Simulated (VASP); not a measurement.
Input:

```
CELL_PARAMETERS angstrom
      1.46242    -2.53299     0.00000
      1.46242     2.53299     0.00000
      0.00000     0.00000     2.84838
ATOMIC_POSITIONS crystal
  W  0.00000 0.00000 0.00000
  C  0.33333 0.66667 0.50000
```

The numbers are results of PBE GGA, VASP's PBE PAW potentials (set 64) (plane waves; VASP), not measurements. Numerical set-up: 600 eV cut-off, 14×14×12 Γ-centred mesh, first-order Methfessel-Paxton smearing of 0.10 eV, potentials W_sv C.

Q: The ions, cell shape and volume at an external pressure of 5.0 GPa are relaxed. Predict the relaxed structure.

A: 
```
CELL_PARAMETERS angstrom
      1.45522    -2.52052     0.00000
      1.45522     2.52052     0.00000
      0.00000     0.00000     2.84041
ATOMIC_POSITIONS crystal
  W  0.00000 0.00000 0.00000
  C  0.33333 0.66667 0.50000
```
Space group P-6m2 (187), at a tolerance of 0.03 Å.

Q: How do energy and volume change from the first to the last step?

A: The energy (σ→0) changes by +2.1 meV/atom and the volume by -1.3 %, in 6 ionic steps.

The compound is WC in the wc structure. This run relaxes it under an external pressure of 5 GPa. Symmetry was kept, so distortions that lower it aren't found.
